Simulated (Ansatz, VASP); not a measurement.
# RuAu in VASP and in Ansatz

The input INCAR:

```
SYSTEM = RuAu
PREC = Accurate
ENCUT = 520
EDIFF = 1E-6
ISMEAR = -1
SIGMA = 0.05
LREAL = .FALSE.
LASPH = .TRUE.
NELM = 100
ALGO = Fast
ISIF = 2
LWAVE = .FALSE.
LCHARG = .TRUE.
GGA = PE
LELF = .TRUE.
LVHAR = .TRUE.
NBANDS = 20
```

File KPOINTS:

```
regular mesh
0
G
  8 8 8
  0 0 0
```

POSCAR

```
RuAu
1.0
    3.2064570128      0.0000000000      0.0000000000
    0.0000000000      3.2064570128      0.0000000000
    0.0000000000      0.0000000000      3.2064570128
Ru Au
1 1
Direct
    0.0000000000      0.0000000000      0.0000000000
    0.5000000000      0.5000000000      0.5000000000
```

input.yaml

```yaml
crystal:
  lattice:
    - [3.2064570128, 0.0, 0.0]
    - [0.0, 3.2064570128, 0.0]
    - [0.0, 0.0, 3.2064570128]
  atoms:
    - { symbol: Ru, position: [0.0, 0.0, 0.0] }
    - { symbol: Au, position: [0.5, 0.5, 0.5] }
hamiltonian:
  xc: pbe
  pseudopotentials: { kind: paw }
kpoints:
  mp_grid: { grid: [8, 8, 8] }
scf:
  occupations: { method: fermi_dirac, width: 0.05 }
output:
  forces: true
  stress: true
  eigenvalues: true
```

The cell was built by a generator and needn't be a form met in nature.

Alike in both runs: task single point; functional PBE; k mesh 8 × 8 × 8; occupations fermi-dirac, width 0.05 eV; no spin polarisation.

```csv
,VASP,Ansatz
version,VASP 6.6.1,Ansatz 0.2.0
potentials or method,"VASP PAW PBE potentials, release 64 (Ru_pv, Au)",Ansatz PAW
plane-wave cutoff (eV),520,420
valence electrons in the cell,25,35
```

Ansatz gave:

| Item | Value |
| --- | --- |
| gap on the k mesh at the Fermi level (eV) | none |
| pressure (GPa) | -7.0 |

Q: What did VASP give for the same quantities?

A: gap on the k mesh at the Fermi level (eV): none; pressure (GPa): -7.3.

A gap of «none» marks a metal or a gap that the smearing closes. The functional is the same, so the differences come from potentials, cutoffs and numerics. The two sets of potentials don't hold the same shells in valence.

Spin-orbit coupling is left out, which matters for the levels of Au.
